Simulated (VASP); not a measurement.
Given:

```
CELL_PARAMETERS angstrom
      0.00000     2.55249     2.55249
      2.55249     0.00000     2.55249
      2.55249     2.55249     0.00000
ATOMIC_POSITIONS crystal
  Si 0.00000 0.00000 0.00000
  Ta 0.50000 0.50000 0.50000
```

All values below come from PBEsol GGA, VASP's PBE PAW potentials (set 64) (plane waves; VASP). Settings: 400 eV cut-off, Gaussian smearing of 0.050 eV, potentials Si Ta_pv.

Problem. Give the energies of bands 5 to 10 at the high-symmetry points, in eV from the Fermi level.

Solution. 
```json
[
 {"band": "5", "Γ": "-1.32", "X": "-3.98", "U": "-4.59", "L": "-6.87", "W": "-3.95"},
 {"band": "6", "Γ": "-1.32", "X": "-3.48", "U": "-3.99", "L": "-3.37", "W": "-3.95"},
 {"band": "7", "Γ": "-1.32", "X": "-0.22", "U": "-2.21", "L": "-3.37", "W": "-3.70"},
 {"band": "8", "Γ": "-0.61", "X": "-0.22", "U": "-0.56", "L": "1.71", "W": "1.26"},
 {"band": "9", "Γ": "-0.61", "X": "0.65", "U": "1.91", "L": "1.71", "W": "1.73"},
 {"band": "10", "Γ": "2.42", "X": "1.72", "U": "2.98", "L": "2.46", "W": "1.73"}
]
```

It has no gap at this level: it comes out as a metal or semimetal.

The structure was generated: TaSi was put into the rocksalt type (Fm-3m), which need not be its known phase. It was relaxed first, which changed the volume by -21 %. The electron count is odd and the run is not spin-polarised, which forces a metal.
